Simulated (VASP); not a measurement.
Input for VASP

**INCAR**
```
LMAXMIX = 4
LASPH = .TRUE.   # aspherical one-centre terms
LCHARG = .FALSE.
NELM = 100   # most electronic steps
EDIFF = 1E-7   # SCF stop (eV)
ALGO = Normal   # blocked Davidson
SYSTEM = ZnS
SIGMA = 0.05
ISMEAR = 0   # Gaussian
GGA = PE
LREAL = .FALSE.
IVDW = 13
ISIF = 2   # forces and stress, cell fixed
PREC = Accurate
LWAVE = .FALSE.
ENCUT = 520
```

File KPOINTS:
```
Automatic mesh
0
G
  9 9 9
```

File POSCAR:
```
ZnS
1
    0.0000000000     2.6907793857     2.6907793857
    2.6907793857     0.0000000000     2.6907793857
    2.6907793857     2.6907793857     0.0000000000
Zn S
1 1
Direct
  0.0000000000   0.0000000000   0.0000000000
  0.2500000000   0.2500000000   0.2500000000
```

POTCAR, in this order: Zn S (PBE.64 set). Program: vasp_std.

Q: Write an equivalent input for Ansatz.

A: One equivalent input (not run):
Ansatz 0.2 input:
```yaml
crystal:
  lattice:
    - [0.0000000, 2.6907794, 2.6907794]
    - [2.6907794, 0.0000000, 2.6907794]
    - [2.6907794, 2.6907794, 0.0000000]
  atoms:
    - { symbol: Zn, position: [0.0000000, 0.0000000, 0.0000000] }
    - { symbol: S, position: [0.2500000, 0.2500000, 0.2500000] }
kpoints:
  mp_grid: { grid: [9, 9, 9] }
hamiltonian:
  xc: pbe
  dispersion: d4
  pseudopotentials: { kind: paw }
scf:
  occupations: { method: gaussian, width: 0.05 }
  max_iter: 100
output: { forces: true, stress: true, eigenvalues: true }
```
What does not carry over: each code has its own PAW files, so the cut-off isn't converted (ENCUT is set for VASP's; basis.ecutwfc is left out, and Ansatz then takes the one that its files recommend); Ansatz stops its SCF on the density residual and VASP on the energy change (EDIFF).

The compound is ZnS in the zinc blende structure. It was relaxed first.
